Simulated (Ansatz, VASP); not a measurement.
# Sc2CS in two plane-wave programs

Aim: how closely do two programs agree when they are given the same cell, functional and k mesh? The cell is invented: As first built, before any earlier steps moved the atoms (in the runner's words): it takes the Sc2CO structure with some of its atoms replaced by other elements, volume scaled by an estimate. It may not be a known or stable phase. The cell is a member of a volume series, scaled by 0.94 from a relaxed one, so a pressure remains.

Method: plane waves, with VASP 6.6.1 beside it; single point at r2SCAN, in Ansatz 0.2.0.

## (1) Starting point

The structure is trigonal, space group R-3m (No. 166). The conventional cell has a = 3.388 Å, b = 3.388 Å, c = 17.393 Å, α = 90.00°, β = 90.00°, γ = 120.00°. Nearest to Sc lie 3 C at 2.30 Å and 3 S at 2.59 Å. S has 6 Sc at 2.59 Å nearest. Nearest to C lie 6 Sc at 2.30 Å. As first built, before any earlier steps moved the atoms (in the runner's words): sites of the Sc2CO structure (space group 166) filled with other elements, volume scaled by an estimate. Farther neighbours and most contacts between anions are not listed.

Coordinates:

```xyz
4
Lattice="1.6942 0.9782 5.7976 -1.6942 0.9782 5.7976 0.0000 -1.9563 5.7976" Properties=species:S:1:pos:R:3 pbc="T T T"
Sc    0.0000    0.0000    4.1000
Sc    0.0000    0.0000   13.2928
S     0.0000    0.0000    0.0000
C     0.0000    0.0000    8.6964
```

## (2) VASP: single point, r2SCAN, volume scaled by 0.94

A single point gives forces, pressure and levels at one fixed geometry, so differences don't come from the geometry; what else differs is listed under the comparison.

Lines of VASP's logs that name or quote its potential files are left out, and so is its time.

Contents of INCAR:

```
SYSTEM = Sc2CS
PREC = Accurate
ENCUT = 520
EDIFF = 1E-06
NELM = 100
ISMEAR = -1
SIGMA = 0.05
LREAL = .FALSE.
ALGO = Normal
METAGGA = R2SCAN
LASPH = .TRUE.
NBANDS = 22
LORBIT = 11
LWAVE = .FALSE.
LCHARG = .FALSE.
KPAR = 2
ISIF = 2
```

Contents of POSCAR:

```
Sc2CS
1.0
    1.6942460377      0.9781735744      5.7975894383
   -1.6942460377      0.9781735744      5.7975894383
    0.0000000000     -1.9563462111      5.7975894385
Sc S C
2 1 1
Direct
    0.2357297611      0.2357297611      0.2357297610
    0.7642702389      0.7642702389      0.7642702390
    0.0000000000      0.0000000000      0.0000000000
    0.5000000000      0.5000000000      0.5000000000
```

Contents of KPOINTS:

```
Automatic mesh
0
Gamma
7 7 7
0 0 0
```

Potentials, in the order of the species: Sc_sv, S and C (PBE family, release 64).

Run with:

```
mpirun -np 2 vasp_std
```

Numbers of over 12 decimals in the logs are rounded to 6 here.

The program printed:

```text
[banner, memory and clock lines left out]
running    2 mpi-ranks, on    1 nodes
 distrk:  each k-point on    1 cores,    2 groups
 distr:  one band on    1 cores,    1 groups

 POSCAR found type information on POSCAR ScS C
 POSCAR found :  3 types and       4 ions
|                                                                             |
|               ----> ADVICE to this user running VASP <----                  |
|                                                                             |
|     You enforced a specific xc type in the INCAR file but a different       |
|     [... a line on the potential file left out ...]
|     I HOPE YOU KNOW WHAT YOU ARE DOING!                                     |
|                                                                             |

 LDA part: xc-table for (None), standard interpolation
 POSCAR, INCAR and KPOINTS ok, starting setup
 FFT: planning ... GRIDC
 FFT: planning ... GRID_SOFT
 FFT: planning ... GRID
 WAVECAR not read
 entering main loop
       N       E                     dE             d eps       ncg     rms          rms(c)
DAV:   1     0.448722294537E+03    0.44872E+03   -0.15319E+04  1960   0.158E+03
DAV:   2    -0.121600483484E+02   -0.46088E+03   -0.45094E+03  2304   0.611E+02
DAV:   3    -0.586888055572E+02   -0.46529E+02   -0.43209E+02  3332   0.194E+02
DAV:   4    -0.605369531081E+02   -0.18481E+01   -0.18380E+01  3120   0.315E+01
DAV:   5    -0.605660868213E+02   -0.29134E-01   -0.29113E-01  3092   0.542E+00    0.196E+01
DAV:   6    -0.464082363450E+02    0.14158E+02   -0.35519E+01  3128   0.578E+01    0.766E+00
DAV:   7    -0.467688679954E+02   -0.36063E+00   -0.16374E+00  3168   0.125E+01    0.479E+00
DAV:   8    -0.468168500184E+02   -0.47982E-01   -0.50215E-01  2772   0.451E+00    0.102E+00
DAV:   9    -0.467863526406E+02    0.30497E-01   -0.11899E-01  3456   0.221E+00    0.337E-01
DAV:  10    -0.467856216567E+02    0.73098E-03   -0.17603E-02  2832   0.834E-01    0.163E-01
DAV:  11    -0.467858301843E+02   -0.20853E-03   -0.23639E-03  3168   0.416E-01    0.109E-01
DAV:  12    -0.467858044377E+02    0.25747E-04   -0.48353E-04  3520   0.211E-01    0.485E-02
DAV:  13    -0.467858122255E+02   -0.77878E-05   -0.39894E-05  2784   0.583E-02    0.138E-02
DAV:  14    -0.467858064901E+02    0.57354E-05   -0.40087E-05  2784   0.418E-02    0.466E-03
DAV:  15    -0.467858065836E+02   -0.93461E-07   -0.65899E-07  1744   0.135E-02
   1 F= -.46785807E+02 E0= -.46784768E+02  d E =-.207782E-02
```

OUTCAR, selected parts (step 2):

```text
ion  position               nearest neighbor table
   1  0.236  0.236  0.236-   4 2.30   4 2.30   4 2.30   3 2.59   3 2.59   3 2.59   2 3.10   2 3.10
                             2 3.10
   2  0.764  0.764  0.764-   4 2.30   4 2.30   4 2.30   3 2.59   3 2.59   3 2.59   1 3.10   1 3.10
                             1 3.10
   3  0.000  0.000  0.000-   2 2.59   1 2.59   2 2.59   2 2.59   1 2.59   1 2.59
   4  0.500  0.500  0.500-   1 2.30   2 2.30   1 2.30   1 2.30   2 2.30   2 2.30

  LATTYP: Found a trigonal (rhomboedric) cell.
 ALAT       =     6.1187691959
 COS(alpha) =     0.8466602292

 Subroutine GETGRP returns: Found 12 space group operations
 (whereof 12 operations were pure point group operations)

The static configuration has the point symmetry D_3d.

 Found     44 irreducible k-points:

   k-points           NKPTS =     44   k-points in BZ     NKDIM =     44   number of bands    NBANDS=     22

   dimension x,y,z NGX =    48 NGY =   48 NGZ =   48
   dimension x,y,z NGXF=    96 NGYF=   96 NGZF=   96

   ENCUT  =  520.0 eV  38.22 Ry    6.18 a.u.  11.38 11.38 11.38*2*pi/ulx,y,z

   NELECT =      32.0000    total number of electrons

 k-points in reciprocal lattice and weights: Automatic mesh
   0.00000000  0.00000000  0.00000000       0.003
   0.14285714  0.00000000  0.00000000       0.017
   0.28571429  0.00000000  0.00000000       0.017
   0.42857143 -0.00000000  0.00000000       0.017
   0.14285714  0.14285714  0.00000000       0.017
   0.28571429  0.14285714  0.00000000       0.035
   0.42857143  0.14285714  0.00000000       0.035
  -0.42857143  0.14285714 -0.00000000       0.035
  -0.28571429  0.14285714 -0.00000000       0.035
[...]
0.42857143  0.42857143  0.42857143       0.006
  -0.42857143  0.42857143  0.42857143       0.017

 average (electrostatic) potential at core
       1 -48.1753       2 -48.1753       3 -88.2663       4 -48.4690

 E-fermi :   5.9914

 k-point     1 :       0.0000    0.0000    0.0000
  band No.  band energies     occupation
    ...
     10      -3.6614      2.00000
     11       0.3293      2.00000
     12       3.5290      2.00000
     13       3.5290      2.00000
     14       5.7153      1.99205
     15       6.2175      0.02151
     16       6.2175      0.02151
     17       8.1173      0.00000
     18       8.1173      0.00000
     19       8.1340      0.00000
    ...

 k-point     2 :       0.1429    0.0000    0.0000
  band No.  band energies     occupation
    ...
     12       3.0648      2.00000
     13       3.5363      2.00000
     14       4.8625      2.00000
     15       5.3981      1.99999
     16       5.6873      1.99544
     17       7.8564      0.00000
     18       8.6558      0.00000
     19       8.7552      0.00000
     20       9.1822      0.00000
     21       9.5990      0.00000
    ...

 k-point     3 :       0.2857    0.0000    0.0000
  band No.  band energies     occupation
    ...
     12       1.6751      2.00000
     13       3.4424      2.00000
     14       3.9264      2.00000
     15       4.6763      2.00000
     16       5.1556      2.00000
     17       7.4669      0.00000
     18       9.2236      0.00000
     19       9.5626      0.00000
     20       9.8030      0.00000
     21       9.8035      0.00000
    ...

  Total        3.3795648      3.3795638      3.4516814      0.0000000      0.0000002      0.0000000
  in kB       93.9248230     93.9247953     95.9290866      0.0000000      0.0000052      0.0000000
  external PRESSURE =      94.5929016 kB  Pullay stress =       0.0000000 kB

  energy-cutoff  :      520.00
  volume of cell :       57.65
      direct lattice vectors                 reciprocal lattice vectors
     1.694246038  0.978173574  5.797589438     0.295116523  0.170385629  0.057495151
    -1.694246038  0.978173574  5.797589438    -0.295116523  0.170385629  0.057495151
     0.000000000 -1.956346211  5.797589439     0.000000000 -0.340771258  0.057495179

 POSITION                                       TOTAL-FORCE (eV/Angst)
 -----------------------------------------------------------------------------------
      0.00000      0.00000      4.09999         0.000000      0.000000      0.259259
      0.00000      0.00000     13.29278         0.000000     -0.000000     -0.259259
      0.00000      0.00000      0.00000         0.000000      0.000000     -0.000000
      0.00000      0.00000      8.69638        -0.000000      0.000000     -0.000000
 -----------------------------------------------------------------------------------
    total drift:                                0.000000      0.000000     -0.000000

  FREE ENERGIE OF THE ION-ELECTRON SYSTEM (eV)
  ---------------------------------------------------
  free  energy   TOTEN  =       -46.7858065836 eV

  energy  without entropy=      -46.7837287592  energy(sigma->0) =      -46.78476767

 total charge
# of ion       s       p       d       tot
------------------------------------------
    1        2.203   6.220   1.118   9.542
    2        2.203   6.220   1.118   9.542
    3        1.313   2.579   0.000   3.891
    4        0.887   1.495   0.000   2.382
--------------------------------------------------
tot          6.606  16.514   2.237  25.358

[... 3 further parts left out ...]
```

The scan keeps the cell's shape and the fractional positions fixed.

## (3) Ansatz: single point, r2SCAN, volume scaled by 0.94

Ansatz runs on its default PAW (the set named soft_2) files.

The same cell, functional, mesh and smearing now go to Ansatz, which takes its cutoff from its data sets.

Contents of input.yaml:

```yaml
crystal:
  lattice:
    - [1.6942460377, 0.9781735744, 5.7975894383]
    - [-1.6942460377, 0.9781735744, 5.7975894383]
    - [0.0, -1.9563462111, 5.7975894385]
  atoms:
    - { symbol: Sc, position: [0.2357297611, 0.2357297611, 0.235729761] }
    - { symbol: Sc, position: [0.7642702389, 0.7642702389, 0.764270239] }
    - { symbol: S, position: [0.0, 0.0, 0.0] }
    - { symbol: C, position: [0.5, 0.5, 0.5] }
hamiltonian:
  xc: r2scan
  pseudopotentials: { kind: paw }
kpoints:
  mp_grid: { grid: [7, 7, 7] }
scf:
  occupations: { method: fermi_dirac, width: 0.05 }
  n_extra_bands: 5
output:
  forces: true
  stress: true
  eigenvalues: true
```

Run with:

```
ansatz run input.yaml --threads 2 --pin off --max-ram 4608MiB --backend cpu --events-out ev --progress --plain --runs-dir out
```

The program printed:

```text
basis.fft_grid_basis auto: the FFT boxes are laid along the combinations [[1, 0, -1], [0, 1, -1], [0, 0, 1]] of the cell's own vectors, 3.388, 3.388 and 6.119 Å long. The dense box has 25×25×45 points. Along the cell's own vectors, as sized, it would have 45×45×45, 3.24 times as many. Of the 12 symmetry operations that the crystal satisfies within crystal.symmetry.tolerance (time reversal apart; of a slab, those that [...]
scf.n_extra_bands = 5 over 16 filled bands (N_el = 32.0): the run solves 21 bands
Engine: ansatz 0.2.0, aarch64-unknown-linux-gnu
Pseudopotentials: kind: paw
Pseudopotential: Sc, paw, valence charge 11, recommended cutoff 500 eV (meta_gga), Sc.paw.azcp
Pseudopotential: S, paw, valence charge 6, recommended cutoff 500 eV (meta_gga), S.paw.azcp
Pseudopotential: C, paw, valence charge 4, recommended cutoff 500 eV (meta_gga), C.paw.azcp
Functional definition: r2SCAN
  parameter k0 = 0.174
  parameter k1 = 0.065
  parameter a1 = 4.9479
  exchange = r2scan_x(k0 = k0, k1 = k1, a1 = a1)
  correlation = r2scan_c
Crystal: 4 atoms, lattice volume = 57.649 Å³
Basis set: ecut = 500 eV, 1479 PW (Γ), FFT grids on a1−a3, a2−a3, a3, exchange–correlation on 100×100×180 points (64 copies of the dense FFT grid, shifted against one another)
Bands: 21, of which v1, the nominal top of the filled ones, is band 16 counted from 1 (15 counted from 0)
Symmetry: 12 space group operations
Space group: R-3m (ITA 166), of the structure as read, at distance tolerance 3.9e-5 Å
k-points: 44 of 343
Non-local potential: Sc, projectors of the file, l = 0: 3, l = 1: 2, l = 2: 3, l = 3: 1
Non-local potential: S, projectors of the file, l = 0: 2, l = 1: 2, l = 2: 2
Non-local potential: C, projectors of the file, l = 0: 2, l = 1: 2, l = 2: 1
PAW form: soft (Blöchl's): semilocal exchange-correlation on the pseudo side does not see the compensation charge
PAW frozen core: Sc, regenerated for the run's functional (the file was generated under x = pbe(κ = 0.804, μ = 0.219515), c = pbe(β = 0.066725))
PAW frozen core: S, regenerated for the run's functional (the file was generated under x = pbe(κ = 0.804, μ = 0.219515), c = pbe(β = 0.066725))
PAW frozen core: C, regenerated for the run's functional (the file was generated under x = pbe(κ = 0.804, μ = 0.219515), c = pbe(β = 0.066725))
PAW one-centre angular grid: Sc, 590 points (default); XC on 160 Gauss nodes
PAW one-centre angular grid: S, 302 points (default); XC on 160 Gauss nodes
PAW one-centre angular grid: C, 302 points (default); XC on 239 of its mesh's 2573 points in the sphere
Initial density: superposition of atomic densities (neutral atoms: chi_scale 0, normalization atom), corrected by the library's trained network
Initial wavefunctions: pseudopotential atomic-orbital guess
Functional: x = r2scan, c = r2scan; τ floored in thin density (d = 2e-4 eV/Å³)
SCF iter   1: F=—  HF=-5444.705026 eV  |F-HF|=—  |Δ(HF+E_count)|=         —  Δρ=1.41e-2  dr2=1.57e-1  dr2_τ=1.51e-1  ethr=1.77e-3  ⟨swp⟩=5.5  Hψ=4432  notcnv=0
preconditioner: auto → Kerker (q_TF=auto, 2.473 Å⁻¹)  [metal: Δε(μ)=0.083 eV  Ē_g=8.414 eV  σ=0.050 eV  W_gap=0.36  n_scr=16 (ndim 8)  ℏωp=19.6 eV  f_vac=0.000  D(μ)=0.26/eV (n_scr^D=0)]
SCF iter   2: F=—  HF=-5444.818963 eV  |F-HF|=—  |Δ(HF+E_count)|=   1.14e-1  Δρ=5.99e-3  dr2=2.25e-2  dr2_τ=1.88e-3  ethr=4.91e-4  ⟨swp⟩=2.0  Hψ=1776  notcnv=0  defer=29
SCF iter   3: F=—  HF=-5444.818136 eV  |F-HF|=—  |Δ(HF+E_count)|=   8.27e-4  Δρ=2.32e-3  dr2=1.73e-3  dr2_τ=1.48e-4  ethr=7.04e-5  ⟨swp⟩=2.0  Hψ=1357  notcnv=0  defer=29
SCF iter   4: F=—  HF=-5444.818773 eV  |F-HF|=—  |Δ(HF+E_count)|=   6.37e-4  Δρ=8.09e-4  dr2=6.33e-4  dr2_τ=2.44e-5  ethr=5.41e-6  ⟨swp⟩=2.0  Hψ=1207  notcnv=0  defer=29
SCF iter   5: F=—  HF=-5444.818768 eV  |F-HF|=—  |Δ(HF+E_count)|=   5.04e-6  Δρ=1.57e-4  dr2=2.70e-5  dr2_τ=6.98e-7  ethr=1.98e-6  ⟨swp⟩=2.0  Hψ=1202  notcnv=0  defer=29
SCF iter   6: F=—  HF=-5444.818777 eV  |F-HF|=—  |Δ(HF+E_count)|=   8.35e-6  Δρ=6.39e-5  dr2=3.66e-6  dr2_τ=1.12e-7  ethr=8.42e-8  ⟨swp⟩=2.0  Hψ=1262  notcnv=0  defer=28
SCF iter   7: F=—  HF=-5444.818777 eV  |F-HF|=—  |Δ(HF+E_count)|=   3.81e-8  Δρ=1.64e-5  dr2=3.12e-7  dr2_τ=5.20e-9  ethr=1.14e-8  ⟨swp⟩=2.0  Hψ=1202  notcnv=0  defer=28
SCF iter   8: F=-5444.818777 eV  HF=-5444.818777 eV  |F-HF|=7.64e-9  |Δ(HF+E_count)|=   2.50e-8  Δρ=4.29e-6  dr2=2.62e-8  dr2_τ=3.83e-10  ethr=3.13e-10  ⟨swp⟩=6.8  Hψ=3267  notcnv=0
SCF 1 converged in 8 iterations: F = -5444.818777 eV  dr2 = 2.62e-8
  greatest PAW one-centre occupation: 0.998 electrons in one spin orbital (limit 2), on the Sc atom at site 1 (counted from 0), in its partial waves of l = 1
SCF converged after 8 iterations
Free energy (F): -5444.818777 eV
Harris-Foulkes:  -5444.818777 eV  (|F-HF|=7.64e-9)
Internal energy: -5444.816687 eV  (E = F + TS)
E sigma→0 (E₀):  -5444.817732 eV
Entropy (-TS):   -0.002089 eV (-0.522 meV/atom)
Fermi energy:    11.525304 eV
--- Per-component energies (eV) ---
  E_band       = -251.397144
  E_kinetic    = 727.195954
  E_local      = -1635.987146  (includes V_loc(G=0)·N_el)
  E_nonlocal   = 214.178863
  E_hartree    = 560.585746
  E_xc         = -346.173747
  E_vxc        = -451.629018  (∫ρ·V_xc dr)
  E_paw        = -2637.103101  (= ΣΔE_a)
  E_vpaw       = -252.621100  (= ΣTr[D̂ρ^β])
  E_aug_tail   = 0.000014  (compensation charges beyond the density's cutoff)
  E_vtau       = 26.294934  (kinetic-family band-sum trace: ∫τ·v_τ [+ j·A + Jᵃ·Aᵃ] dr)
  E_ewald      = -2326.901747
  E_core_change = -0.611524  (= ΣΔE_core)
  E_smearing   = -0.002089  (= −TS)
  E_closure    = -0.000000  (closes the sum)
  Σ components = -5444.818777   (vs F -5444.818777, Δ=0.00e0)
--- Forces (eV/Å), atoms counted from 1 ---
  atom   1  Sc     0.00000000     0.00000001     0.22500884
  atom   2  Sc     0.00000000    -0.00000001    -0.22500884
  atom   3  S     -0.00000000     0.00000000    -0.00000000
  atom   4  C      0.00000000     0.00000000     0.00000000
  max |Σ_I F_I| component: 5.55e-17 eV/Å
--- Stress (GPa, compression-positive) ---
        8.524213       0.000000       0.000000
        0.000000       8.524213       0.000000
        0.000000       0.000000       8.691025
  P = ⅓ Tr σ = 8.5798 GPa (85.798 kbar)
--- Band table (eV; the first three rows and the last of 44) ---
  k-point 0: bands = [... 12 lower, 9.0798, 11.2462, 11.7502, 11.7502, 13.6364, 13.6364, 13.6528, 14.3941, ... 1 higher]
  k-point 1: bands = [... 12 lower, 9.0856, 10.4035, 10.9318, 11.2234, 13.3775, 14.1731, 14.2741, 14.7138, ... 1 higher]
  k-point 2: bands = [... 12 lower, 8.9884, 9.4640, 10.2151, 10.6962, 12.9907, 14.7390, 15.0876, 15.3117, ... 1 higher]
  k-point 43: bands = [... 12 lower, 9.3889, 9.3895, 10.4506, 10.6044, 13.3792, 14.2645, 14.6089, 15.2735, ... 1 higher]
```

It took 7.8 s on 2 threads of Arm Neoverse N1, shared host; peak memory 0.48 GiB; 15 s of CPU time.

In the SCF lines HF is the Harris–Foulkes energy and dr2 the Hartree energy of the density residual, in eV; the loop may stop once dr2 is under the threshold and the program's other checks hold. Hψ counts applications of the Hamiltonian.

The run ends at a pressure of 8.58 GPa, with forces up to 0.23 eV/Å.

## (4) Differences

Known differences besides the potentials themselves: VASP keeps PBE cores, Ansatz makes them for the functional; the cutoff is 500 eV in Ansatz and 520 eV in VASP. Total energies have different zeros and are not compared.

Compared:

```
                                        quantity  Ansatz  VASP  difference
                                  pressure (GPa)    8.58  9.46       -0.88
pressure without Ansatz's Pulay correction (GPa)    8.51  9.46       -0.95
```

Forces (eV/Å; atoms numbered as in POSCAR):

```
atom        Ansatz x, y, z          VASP x, y, z
 Sc1   0.000, 0.000, 0.225   0.000, 0.000, 0.259
 Sc2  0.000, 0.000, -0.225  0.000, 0.000, -0.259
  S3   0.000, 0.000, 0.000   0.000, 0.000, 0.000
  C4   0.000, 0.000, 0.000   0.000, 0.000, 0.000
```

The forces differ by 14 meV/Å r.m.s., which is 13.2 % of the r.m.s. force of 0.11 eV/Å (both taken over all components). Ansatz's pressure holds a Pulay correction of 0.07 GPa; VASP's holds none.

## (5) Other set-ups

Further runs change the set-up of one program: Ansatz's method, potentials or start, or VASP's data sets, cutoff or form of LDA. The table gives Ansatz less VASP for each quantity, since a change that brings one quantity closer may part another.

```
                                        run  r.m.s. force difference (meV/Å)  pressure (GPa)  pressure without Ansatz's Pulay correction (GPa)
                                   as above                               14           -0.88                                             -0.95
                       cores kept as stored                               14           -0.95                                              -1.0
    Ansatz's larger PAW set (cutoff 920 eV)                               15           -0.88                                                  
norm-conserving potentials (cutoff 1290 eV)                               14           -0.90
```

(Part 1 of 2 ends here.)

[Lines on the potential files, build, host, timing and source positions are cut from VASP's logs without a mark.]

[Logs are printed without paths, hosts, clocks, repeated set-up lines and the standing remarks that a program may print on its own settings, such as how far it seeks lower states.]

[Hosts, paths, dates, database ids (printed as entryN), source tags and the programs' standing remarks are cut or masked in the printed files.]
